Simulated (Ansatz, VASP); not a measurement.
# Cross-check of Ge9H2 (armchair Ge ribbon N=9 H edges) between VASP and Ansatz, part 2 of 2

Wanted: the spread between two codes on one cell, functional and k mesh. The cell is taken from a series of runs on this material, whose earlier steps may have relaxed, scaled, displaced or heated it; both programs get it as it stands.

VASP 6.6.1 and Ansatz 0.2.0.

So far: Set-up; VASP: single point, PBE.

## Step 3: Ansatz: single point, PBE

Level of this step: Ansatz beside VASP: Kohn-Sham DFT, plane waves, PBE (Ansatz).

Ansatz runs on its default PAW (the set named soft_2) files.

The same cell, functional, mesh and smearing now go to Ansatz, which takes its cutoff from its data sets.

input.yaml reads:

```yaml
crystal:
  lattice:
    - [25.966, 0.0, 0.0]
    - [0.0, 7.67, 0.0]
    - [0.0, 0.0, 7.0037090238]
  atoms:
    - { symbol: Ge, position: [0.191482202, 0.546362582, 0.005605669] }
    - { symbol: Ge, position: [0.344410096, 0.542221409, 0.99944458] }
    - { symbol: Ge, position: [0.5, 0.543278901, 0.99930474] }
    - { symbol: Ge, position: [0.655589904, 0.542221409, 0.99944458] }
    - { symbol: Ge, position: [0.808517798, 0.546362582, 0.005605669] }
    - { symbol: Ge, position: [0.191482202, 0.453637418, 0.327727664] }
    - { symbol: Ge, position: [0.344410096, 0.457778591, 0.333888753] }
    - { symbol: Ge, position: [0.5, 0.456721099, 0.334028594] }
    - { symbol: Ge, position: [0.655589904, 0.457778591, 0.333888753] }
    - { symbol: Ge, position: [0.808517798, 0.453637418, 0.327727664] }
    - { symbol: H, position: [0.14092258, 0.503997408, 0.435529771] }
    - { symbol: H, position: [0.85907742, 0.503997408, 0.435529771] }
    - { symbol: Ge, position: [0.266884104, 0.545119273, 0.49969523] }
    - { symbol: Ge, position: [0.422438715, 0.545212849, 0.500596123] }
    - { symbol: Ge, position: [0.577561285, 0.545212849, 0.500596123] }
    - { symbol: Ge, position: [0.733115896, 0.545119273, 0.49969523] }
    - { symbol: Ge, position: [0.266884104, 0.454880727, 0.833638103] }
    - { symbol: Ge, position: [0.422438715, 0.454787151, 0.83273721] }
    - { symbol: Ge, position: [0.577561285, 0.454787151, 0.83273721] }
    - { symbol: Ge, position: [0.733115896, 0.454880727, 0.833638103] }
    - { symbol: H, position: [0.14092258, 0.496002592, 0.897803562] }
    - { symbol: H, position: [0.85907742, 0.496002592, 0.897803562] }
kpoints:
  mp_grid: { grid: [1, 1, 12] }
  band_path: { path: ["Γ", Z], npoints: 90 }
scf:
  occupations: { method: fermi_dirac, width: 0.05 }
hamiltonian:
  xc: pbe
output:
  dos: { e_range: [-5, 4] }
  write_potential: true
  write_density: true
  volumetric_format: npy
```

Started as:

```sh
ansatz run input.yaml --threads 4 --pin off --max-ram 16384MiB --backend cpu --events-out ev --progress --plain --runs-dir out
```

Numbers of over 12 decimals in the logs are rounded to 6 here.

The log of the run:

```text
Engine: ansatz 0.2.0, x86_64-unknown-linux-gnu
Pseudopotentials: kind: paw
Pseudopotential: Ge, paw, valence charge 14, recommended cutoff 420 eV (normal), Ge.paw.azcp
Pseudopotential: H, paw, valence charge 1, recommended cutoff 420 eV (normal), H.paw.azcp
Functional definition: PBE
  parameter kappa = 0.804
  parameter beta = 0.066725
  exchange = pbe_x(kappa = kappa, mu = beta*pi^2/3)
  correlation = pbe_c(beta = beta)
Crystal: 22 atoms, lattice volume = 1394.853 Å³
Basis set: ecut = 420 eV, 27289 PW (Γ)
Bands: 154, of which v1, the nominal top of the filled ones, is band 128 counted from 1 (127 counted from 0)
Symmetry: 4 space group operations
Space group: P2/m (ITA 10), of the structure as read, at distance tolerance 1.1e-4 Å
k-points: 7 of 12
Non-local potential: Ge, projectors of the file, l = 0: 2, l = 1: 2, l = 2: 3, l = 3: 1
Non-local potential: H, projectors of the file, l = 0: 2, l = 1: 1
PAW form: soft (Blöchl's): semilocal exchange-correlation on the pseudo side does not see the compensation charge
PAW one-centre angular grid: Ge, 590 points (default); XC on 64 Gauss nodes
PAW one-centre angular grid: H, 110 points (default); XC on 64 Gauss nodes
Initial density: superposition of atomic densities (neutral atoms: chi_scale 0, normalization atom), corrected by the library's trained network
Initial wavefunctions: pseudopotential atomic-orbital guess
Functional: x = pbe(κ = 0.804, μ = 0.219515), c = pbe(β = 0.066725)
SCF iter   1: F=—  HF=-77362.619385 eV  |F-HF|=—  |Δ(HF+E_count)|=         —  Δρ=1.39e-3  dr2=7.57e-2  ethr=1.77e-3  ⟨swp⟩=6.0  Hψ=3921  notcnv=0  defer=15
preconditioner: auto → Resta (q_TF=auto, 2.057 Å⁻¹)  ε∞=1.6  [insulator: Δε(μ)=0.334 eV  Ē_g=21.270 eV  σ=0.050 eV  W_gap=0.93  n_scr=216 (ndim 8)  ℏωp=15.9 eV  f_vac=0.588  D(μ)=0.24/eV (n_scr^D=0)  ε∞_Penn≈1.6  vacuum switching on, ρ_ref=3.3e-2 e/Å³]
SCF iter   2: F=—  HF=-77362.637698 eV  |F-HF|=—  |Δ(HF+E_count)|=   1.83e-2  Δρ=1.06e-3  dr2=1.10e-1  ethr=2.96e-5  ⟨swp⟩=3.1  Hψ=2226  notcnv=0  defer=99
SCF iter   3: F=—  HF=-77362.650321 eV  |F-HF|=—  |Δ(HF+E_count)|=   1.26e-2  Δρ=8.43e-4  dr2=2.22e-1  ethr=2.96e-5  ⟨swp⟩=2.9  Hψ=1247  notcnv=0  defer=99
SCF iter   4: F=—  HF=-77362.630583 eV  |F-HF|=—  |Δ(HF+E_count)|=   1.97e-2  Δρ=3.90e-4  dr2=5.99e-3  ethr=2.96e-5  ⟨swp⟩=1.1  Hψ=1247  notcnv=0  defer=98
SCF iter   5: F=—  HF=-77362.631917 eV  |F-HF|=—  |Δ(HF+E_count)|=   1.33e-3  Δρ=1.33e-4  dr2=3.96e-4  ethr=2.34e-6  ⟨swp⟩=2.0  Hψ=1202  notcnv=0  defer=98
SCF iter   6: F=—  HF=-77362.632205 eV  |F-HF|=—  |Δ(HF+E_count)|=   2.88e-4  Δρ=6.75e-5  dr2=5.97e-5  ethr=1.55e-7  ⟨swp⟩=2.4  Hψ=1487  notcnv=0  defer=98
SCF iter   7: F=—  HF=-77362.632131 eV  |F-HF|=—  |Δ(HF+E_count)|=   7.47e-5  Δρ=2.20e-5  dr2=6.01e-6  ethr=2.33e-8  ⟨swp⟩=3.0  Hψ=1956  notcnv=0  defer=98
SCF iter   8: F=—  HF=-77362.632138 eV  |F-HF|=—  |Δ(HF+E_count)|=   7.39e-6  Δρ=6.06e-6  dr2=1.23e-6  ethr=2.35e-9  ⟨swp⟩=2.0  Hψ=1246  notcnv=0  defer=98
SCF iter   9: F=—  HF=-77362.632139 eV  |F-HF|=—  |Δ(HF+E_count)|=   5.57e-7  Δρ=2.50e-6  dr2=1.34e-7  ethr=4.79e-10  ⟨swp⟩=2.0  Hψ=1221  notcnv=0  defer=98
SCF iter  10: F=-77362.632139 eV  HF=-77362.632139 eV  |F-HF|=1.90e-8  |Δ(HF+E_count)|=   2.35e-7  Δρ=7.38e-7  dr2=8.62e-9  ethr=3.91e-11  ⟨swp⟩=13.3  Hψ=3594  notcnv=0
SCF 1 converged in 10 iterations: F = -77362.632139 eV  dr2 = 8.62e-9
  greatest PAW one-centre occupation: 0.998 electrons in one spin orbital (limit 2), on the Ge atom at site 9 (counted from 0), in its partial waves of l = 2
NSCF: frozen V_eff on 91 k-points
WARN: The output density's exchange-correlation potential varies sharply where the density is thin. Do not read a vacuum level from v_tot or v_xc, or from such a field of the output density. On a cell that repeats whose density bears no net charge and no dipole along the vacuum's axis use v_es (v_loc + v_h of the components); under efield.dipole_correction with no amplitude use v_es + v_field, which holds any externa [...]
SCF converged after 10 iterations
Free energy (F): -77362.632139 eV
Harris-Foulkes:  -77362.632139 eV  (|F-HF|=1.90e-8)
Internal energy: -77362.628989 eV  (E = F + TS)
E sigma→0 (E₀):  -77362.630564 eV
Entropy (-TS):   -0.003150 eV (-0.143 meV/atom)
Fermi energy:    -0.664321 eV
--- Per-component energies (eV) ---
  E_band       = -4926.572401
  E_kinetic    = 2033.849755
  E_local      = -114313.908928  (includes V_loc(G=0)·N_el)
  E_nonlocal   = 7518.739085
  E_hartree    = 53307.442071
  E_xc         = -1379.648071
  E_vxc        = -1185.017058  (∫ρ·V_xc dr)
  E_paw        = -36337.382647  (= ΣΔE_a)
  E_vpaw       = -5595.125507  (= ΣTr[D̂ρ^β])
  E_aug_tail   = 0.000774  (compensation charges beyond the density's cutoff)
  E_ewald      = 11808.278972
  E_smearing   = -0.003150  (= −TS)
  E_closure    = -0.000000  (closes the sum)
  Σ components = -77362.632139   (vs F -77362.632139, Δ=0.00e0)
--- Band table (eV; the first three rows and the last of 7) ---
  k-point 0: bands = [... 124 lower, -1.3182, -1.2762, -1.0477, -0.8260, -0.5030, -0.2412, -0.1427, 0.0157, ... 22 higher]
  k-point 1: bands = [... 124 lower, -1.4691, -1.3715, -1.0900, -0.9971, -0.3337, -0.2115, -0.0378, 0.0991, ... 22 higher]
  k-point 2: bands = [... 124 lower, -1.5950, -1.5857, -1.2625, -1.2034, -0.1334, -0.0728, 0.2050, 0.3074, ... 22 higher]
  k-point 6: bands = [... 124 lower, -2.2019, -1.9270, -1.8967, -1.7597, 0.1237, 0.2986, 0.3772, 0.7782, ... 22 higher]
```

## Step 4: Differences

Known differences besides the potentials themselves: the cutoff is 420 eV in Ansatz and 410 eV in VASP. Total energies have different zeros and are not compared.

The two programs side by side:

| quantity | Ansatz | VASP | difference |
| --- | --- | --- | --- |
| gap on the k mesh (eV) | 0.323 | 0.323 | 0.000 |

A gap on the mesh is an upper bound, since the band edges may lie between its points.

## Step 5: Summary of results

```json
{
 "difference in gap on the k mesh (single point, PBE)": "2.3e-4 eV"
}
```

**Reading.** The difference in gap on the k mesh is 2.3e-4 eV (single point, PBE), within the 0.08 eV picked in this series as the mark of a large difference. How closely two codes agree says nothing of how well the functional describes the real material.

[Lines on the potential files, build, host, timing and source positions are cut from VASP's logs without a mark.]

[Logs are printed without paths, hosts, clocks, repeated set-up lines and the standing remarks that a program may print on its own settings, such as how far it seeks lower states.]

[Hosts, paths, dates, database ids (printed as entryN), source tags and the programs' standing remarks are cut or masked in the printed files.]
